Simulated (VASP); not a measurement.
# CaTlClF2 with PW91: from relaxation to properties, part 2 of 7

Wanted: the relaxed cell of CaTlClF2 and its properties. The cell is invented: it takes the structure of a Materials Project entry for CaTlF3 (space group 8 there), with some of its atoms replaced by other elements, volume scaled by an estimate. It may not be a known or stable phase.

VASP 6.6.1, plane waves and PAW; the level of theory is named at each step.

So far, gap on the k-mesh (eV): step 3 (relaxing cell and atoms (PW91)) 3.93.

### Step 4. Second relaxation

Level of this step: PW91; plane waves and PAW (Tl_d, Ca_sv, Cl, F); invented cell (VASP).

The basis stayed that of the start cell while the cell moved. A rerun from the cell reached resets it; the error of the finite cutoff stays.

INCAR

```
SYSTEM = CaTlClF2
PREC = Accurate
ENCUT = 520
EDIFF = 1E-06
NELM = 100
ISMEAR = -1
SIGMA = 0.05
LREAL = .FALSE.
ALGO = Normal
GGA = 91
NBANDS = 28
LORBIT = 11
LWAVE = .FALSE.
LCHARG = .FALSE.
KPAR = 2
IBRION = 2
NSW = 60
ISIF = 3
EDIFFG = -0.01
```

POSCAR

```
CaTlClF2
1.0
    3.1674724006     -3.1642630293      0.0151758401
    3.1674724006      3.1642630293      0.0151758401
    0.0109148676      0.0000000000      5.7699244155
Tl Ca Cl F
1 1 1 2
Direct
    0.0014957693      0.0014957693      0.1123690822
    0.4983270139      0.4983270139      0.4870411418
    0.5013213719      0.5013213719      0.9668390797
    0.4969311727      0.9985106722      0.4340638482
    0.9985106722      0.4969311727      0.4340638482
```

KPOINTS

```
Automatic mesh
0
Gamma
5 5 4
0 0 0
```

PAW data sets: Tl_d, Ca_sv, Cl and F (PBE family, release 64).

Run with:

```sh
> mpirun -np 2 vasp_std
```

Output:

```text
[... set-up lines as in an earlier step ...]
 entering main loop
       N       E                     dE             d eps       ncg     rms          rms(c)
DAV:   1     0.367432067161E+03    0.36743E+03   -0.22372E+04  1848   0.146E+03
DAV:   2     0.851778399211E+00   -0.36658E+03   -0.35831E+03  2272   0.371E+02
DAV:   3    -0.241990965283E+02   -0.25051E+02   -0.24961E+02  2204   0.952E+01
DAV:   4    -0.257515421131E+02   -0.15524E+01   -0.15510E+01  3500   0.146E+01
DAV:   5    -0.257663856634E+02   -0.14844E-01   -0.14842E-01  2264   0.134E+00    0.938E+00
DAV:   6    -0.232808638970E+02    0.24855E+01   -0.10882E+01  2088   0.212E+01    0.399E+00
DAV:   7    -0.232047373719E+02    0.76127E-01   -0.70614E-01  2412   0.549E+00    0.244E+00
DAV:   8    -0.231536573976E+02    0.51080E-01   -0.20801E-01  2412   0.338E+00    0.430E-01
DAV:   9    -0.231566243752E+02   -0.29670E-02   -0.51649E-02  2520   0.136E+00    0.213E-01
DAV:  10    -0.231584112416E+02   -0.17869E-02   -0.65048E-03  2144   0.482E-01    0.113E-01
DAV:  11    -0.231590600283E+02   -0.64879E-03   -0.93842E-04  2248   0.163E-01    0.363E-02
DAV:  12    -0.231592300477E+02   -0.17002E-03   -0.21292E-04  2132   0.790E-02    0.124E-02
DAV:  13    -0.231592431986E+02   -0.13151E-04   -0.37364E-05  2480   0.367E-02    0.632E-03
DAV:  14    -0.231592451935E+02   -0.19949E-05   -0.39847E-06  1908   0.141E-02    0.248E-03
DAV:  15    -0.231592460775E+02   -0.88396E-06   -0.21242E-06  1840   0.922E-03
   1 F= -.23159246E+02 E0= -.23159246E+02  d E =-.231592E+02
 curvature:   0.00 expect dE= 0.000E+00 dE for cont linesearch  0.000E+00
 trial: gam= 0.00000 g(F)=  0.111E-04 g(S)=  0.362E-04 ort = 0.000E+00 (trialstep = 0.100E+01)
 search vector abs. value=  0.472E-04
 reached required accuracy - stopping structural energy minimisation
```

The job ended after 60 s (2 MPI ranks of AMD EPYC 7R43, shared host; peak memory 0.54 GiB).

OUTCAR, selected parts (step 4):

```text
  LATTYP: Found a base centered monoclinic cell.
 ALAT       =     6.3350175105
 B/A-ratio  =     0.9989753064
 C/A-ratio  =     0.9108001248
 COS(beta)  =    -0.0066827458

The static configuration has the point symmetry C_1h.

 Found     33 irreducible k-points:

   dimension x,y,z NGX =    36 NGY =   36 NGZ =   48
   dimension x,y,z NGXF=    72 NGYF=   72 NGZF=   96

   ENCUT  =  520.0 eV  38.22 Ry    6.18 a.u.   8.32  8.32 10.73*2*pi/ulx,y,z

   NELECT =      44.0000    total number of electrons

 E-fermi :   1.3786

 k-point     1 :       0.0000    0.0000    0.0000
  band No.  band energies     occupation
    ...
     18      -1.7987      2.00000
     19      -1.6077      2.00000
     20      -1.1117      2.00000
     21      -1.0440      2.00000
     22      -1.0406      2.00000
     23       5.4000      0.00000
     24       6.4344      0.00000
     25       6.4377      0.00000
     26       6.6957      0.00000
     27       7.2408      0.00000
    ...

 k-point     2 :       0.2000    0.0000    0.0000
  band No.  band energies     occupation
    ...
     18      -1.8840      2.00000
     19      -1.7169      2.00000
     20      -1.1482      2.00000
     21      -0.9752      2.00000
     22      -0.4393      2.00000
     23       5.3096      0.00000
     24       5.9499      0.00000
     25       6.4470      0.00000
     26       7.0754      0.00000
     27       7.1415      0.00000
    ...

  Total        0.0048677      0.0365104      0.0383698      0.0000000      0.0000000     -0.0214640
  in kB        0.0674294      0.5057616      0.5315193      0.0000000      0.0000000     -0.2973305
  external PRESSURE =       0.3682368 kB  Pullay stress =       0.0000000 kB

  energy-cutoff  :      520.00
  volume of cell :      115.66
      direct lattice vectors                 reciprocal lattice vectors
     3.167472401 -3.164263029  0.015175840     0.157856003 -0.158014677 -0.000298614
     3.167472401  3.164263029  0.015175840     0.157856003  0.158014677 -0.000298614
     0.010914868  0.000000000  5.769924416    -0.000830374  0.000000000  0.173314066

 POSITION                                       TOTAL-FORCE (eV/Angst)
 -----------------------------------------------------------------------------------
      0.01070      0.00000      0.64841        -0.006269      0.000000     -0.005363
      3.16219      0.00000      2.82532        -0.000090      0.000000     -0.002924
      3.18640      0.00000      5.59380        -0.003628      0.000000     -0.003113
      4.74151      1.58713      2.52721         0.004994     -0.002717      0.005700
      4.74151     -1.58713      2.52721         0.004994      0.002717      0.005700
 -----------------------------------------------------------------------------------
    total drift:                                0.000333      0.000000     -0.000511

  FREE ENERGIE OF THE ION-ELECTRON SYSTEM (eV)
  ---------------------------------------------------
  free  energy   TOTEN  =       -23.1592460775 eV

  energy  without entropy=      -23.1592460774  energy(sigma->0) =      -23.15924608

 total charge
# of ion       s       p       d       tot
------------------------------------------
    1        1.331   0.101   9.675  11.107
    2        2.023   5.866   0.222   8.111
    3        1.597   3.548   0.000   5.146
    4        1.732   4.355   0.000   6.087
    5        1.732   4.355   0.000   6.087
--------------------------------------------------
tot          8.415  18.225   9.897  36.537

[... 3 parts as in an earlier step ...]

[... 7 further parts left out ...]
```

Little changed from the start: no atom moved by 0.005 Å and no cell edge by 0.1 %.

Numbers from this step:

```
Fermi energy                    : 1.379 eV
pressure                        : 0.03682 GPa
SCF cycles over all ionic steps : 15
```

It ends with a largest force of 0.008 eV/Å and a pressure of 0.04 GPa. The volume moved by under 0.01 %: the run met its threshold at the first step.

### Step 5. Density, ELF and potential (PW91)

A single point on the relaxed cell gives a clean self-consistent state, with density, ELF and potential written out.

INCAR: that of step 4 with these lines changed.

```diff
@@ -13,7 +13,5 @@
 LWAVE = .FALSE.
-LCHARG = .FALSE.
-KPAR = 2
-IBRION = 2
-NSW = 60
-ISIF = 3
-EDIFFG = -0.01
+LCHARG = .TRUE.
+ISIF = 2
+LELF = .TRUE.
+LVHAR = .TRUE.
```

POSCAR is that of step 4.

KPOINTS is that of step 4.

Run with:

```sh
> mpirun -np 2 vasp_std
```

Output:

```text
[banner, memory and clock lines left out]
running    2 mpi-ranks, on    1 nodes
 distrk:  each k-point on    2 cores,    1 groups
 distr:  one band on    1 cores,    2 groups

 POSCAR found type information on POSCAR TlCaClF
 POSCAR found :  4 types and       5 ions
 [... a notice as in an earlier step ...]

 LDA part: xc-table for (Slater(with rela. corr.)+CA(PZ))
 , standard interpolation
 POSCAR, INCAR and KPOINTS ok, starting setup
 FFT: planning ... GRIDC
 FFT: planning ... GRID_SOFT
 FFT: planning ... GRID
 WAVECAR not read
 entering main loop
       N       E                     dE             d eps       ncg     rms          rms(c)
DAV:   1     0.367432067160E+03    0.36743E+03   -0.22372E+04  1848   0.146E+03
DAV:   2     0.851778398945E+00   -0.36658E+03   -0.35831E+03  2272   0.371E+02
DAV:   3    -0.241990965285E+02   -0.25051E+02   -0.24961E+02  2204   0.952E+01
DAV:   4    -0.257515421134E+02   -0.15524E+01   -0.15510E+01  3500   0.146E+01
DAV:   5    -0.257663856636E+02   -0.14844E-01   -0.14842E-01  2264   0.134E+00    0.938E+00
DAV:   6    -0.232808638973E+02    0.24855E+01   -0.10882E+01  2088   0.212E+01    0.399E+00
DAV:   7    -0.232047373723E+02    0.76127E-01   -0.70614E-01  2412   0.549E+00    0.244E+00
DAV:   8    -0.231536573979E+02    0.51080E-01   -0.20801E-01  2412   0.338E+00    0.430E-01
DAV:   9    -0.231566243756E+02   -0.29670E-02   -0.51649E-02  2520   0.136E+00    0.213E-01
DAV:  10    -0.231584112419E+02   -0.17869E-02   -0.65048E-03  2144   0.482E-01    0.113E-01
DAV:  11    -0.231590600286E+02   -0.64879E-03   -0.93842E-04  2248   0.163E-01    0.363E-02
DAV:  12    -0.231592300480E+02   -0.17002E-03   -0.21292E-04  2132   0.790E-02    0.124E-02
DAV:  13    -0.231592431990E+02   -0.13151E-04   -0.37364E-05  2480   0.367E-02    0.632E-03
DAV:  14    -0.231592451938E+02   -0.19948E-05   -0.39847E-06  1908   0.141E-02    0.248E-03
DAV:  15    -0.231592460777E+02   -0.88396E-06   -0.21242E-06  1840   0.922E-03
   1 F= -.23159246E+02 E0= -.23159246E+02  d E =-.612750E-10
```

It took 64 s on 2 MPI ranks; peak memory 0.38 GiB; 2.1 min of CPU time.

Parts of OUTCAR (step 5):

```text
   NELECT =      44.0000    total number of electrons

 E-fermi :   1.3786

  Total        0.0048677      0.0365104      0.0383699      0.0000000      0.0000000     -0.0214640
  in kB        0.0674296      0.5057608      0.5315200      0.0000000      0.0000000     -0.2973306
  external PRESSURE =       0.3682368 kB  Pullay stress =       0.0000000 kB

  FREE ENERGIE OF THE ION-ELECTRON SYSTEM (eV)
  ---------------------------------------------------
  free  energy   TOTEN  =       -23.1592460777 eV

  energy  without entropy=      -23.1592460777  energy(sigma->0) =      -23.15924608

[... 17 parts as in an earlier step ...]

[... 2 further parts left out ...]
```

This step gave:

| Item | Value |
| --- | --- |
| SCF cycles | 15 |

Valence electrons inside each PAW sphere by angular momentum. Sphere charges, by row:

| atom | s (e) | p (e) | d (e) | tot (e) |
| --- | --- | --- | --- | --- |
| Tl1 | 1.331 | 0.101 | 9.675 | 11.11 |
| Ca2 | 2.023 | 5.866 | 0.222 | 8.111 |
| Cl3 | 1.597 | 3.548 | 0 | 5.146 |
| F4 | 1.732 | 4.355 | 0 | 6.087 |
| F5 | 1.732 | 4.355 | 0 | 6.087 |

Valence density in the ac plane of the cell as run, not the conventional one, at fractional y = 0.497, with atoms of Ca and Cl and F within 0.2 Å of it. It is the smooth field of the valence electrons, not physical close to the nuclei.

Values in e/Å³, 18 rows by 14 columns, each cell a mean:
```
 0  0  0  0  1  2  1  1  2  1  1  0  0  0
 0  0  0  0  1  1  2  1  2  1  0  0  0  0
 0  0  0  0  0  1  1  1  1  1  0  0  0  0
 0  0  0  0  0  0  0  1  0  0  0  0  0  0
 0  0  0  0  0  0  0  0  0  0  0  0  0  0
 0  0  0  0  0  0  0  0  0  0  0  0  0  0
 0  0  0  0  0  1  1  1  1  0  0  0  0  0
 1  1  0  0  0  2  3  4  3  1  0  0  0  1
 5  2  1  0  1  3  5  6  4  2  0  0  1  4
11  5  1  0  1  3  5  6  4  2  0  1  2  8
10  5  1  0  0  1  3  3  2  1  0  0  2  7
 3  2  1  0  0  0  1  1  1  0  0  0  1  2
 1  0  0  0  0  0  0  0  0  0  0  0  0  0
 0  0  0  0  0  0  0  0  0  0  0  0  0  0
 0  0  0  0  0  0  0  0  0  0  0  0  0  0
 0  0  0  0  0  0  1  1  1  0  0  0  0  0
 0  0  0  0  0  1  1  2  1  1  0  0  0  0
 0  0  0  0  1  1  1  1  2  1  0  0  0  0
```
Columns run along a (4.5 Å), rows up along c (5.8 Å). Atoms in or near the plane, at fractional coordinates: Ca at (0.50, 0.49), Cl at (0.50, 0.97), F at (0.00, 0.43).

Electrostatic potential energy in the ac plane of the cell as run, not the conventional one, at fractional y = 0.497, with atoms of Ca and Cl and F within 0.2 Å of it. With pseudopotentials it is smooth inside the atoms' cores, unlike the true potential.

Ten even steps from '0' (-69 eV) to '9' (5 eV), each cell a mean:
```
99998200049999
99998400169999
99999865689999
99999998999999
99999999999999
99999888899999
99998877789999
99998655678999
47997644568985
24897644578972
24898765678973
68999877789997
99999988899999
99999999999999
99999999999999
99999988899999
99999732489999
99998300059999
```
Columns run along a (4.5 Å; values clipped at the 3rd and 97th percentile), rows up along c (5.8 Å). Atoms in or near the plane, at fractional coordinates: Ca at (0.50, 0.49), Cl at (0.50, 0.97), F at (0.00, 0.43).

ELF in the ac plane of the cell as run, not the conventional one, at fractional y = 0.497, with atoms of Ca and Cl and F within 0.2 Å of it. It is the smooth field of the valence electrons, not physical close to the nuclei.

Ten even steps from '_' (0.01) to '@' (0.87), each cell a mean:
```
____--%%@@@@**==%%@@@@**::__
____--##@@@@%%%%@@@@@@**::__
____::**%%@@@@@@@@@@%%++..__
____..==**%%%%@@%%##**::____
________::----------..______
....________..::..________..
++==..__..++####**--____--++
%%##==__==%%%%%%%%##....**%%
@@@@##..++%%**++####::--%%@@
##%%%%::==%%**++####::==@@%%
##@@%%::::##%%%%%%++..++@@%%
@@@@##..__==####**::__==%%@@
##**==______......____::++##
::::______..........____..::
________--**######++::______
______--##@@@@@@@@%%**..____
____..**@@@@@@@@@@@@%%==____
____::##@@@@##**%%@@@@**..__
```
Columns run along a (4.5 Å), rows up along c (5.8 Å). Atoms in or near the plane, at fractional coordinates: Ca at (0.50, 0.49), Cl at (0.50, 0.97), F at (0.00, 0.43).

In this run the pressure is 0.04 GPa, small enough to go on.

[end of part 2 of 7]

[Lines on the potential files, build, host, timing and source positions are cut from VASP's logs without a mark.]

[Logs are printed without paths, hosts, clocks, repeated set-up lines and the standing remarks that a program may print on its own settings, such as how far it seeks lower states.]

[Hosts, paths, dates, database ids (printed as entryN), source tags and the programs' standing remarks are cut or masked in the printed files.]

[A measured line is paired with the nearest computed mode of its activity, which favours agreement.]
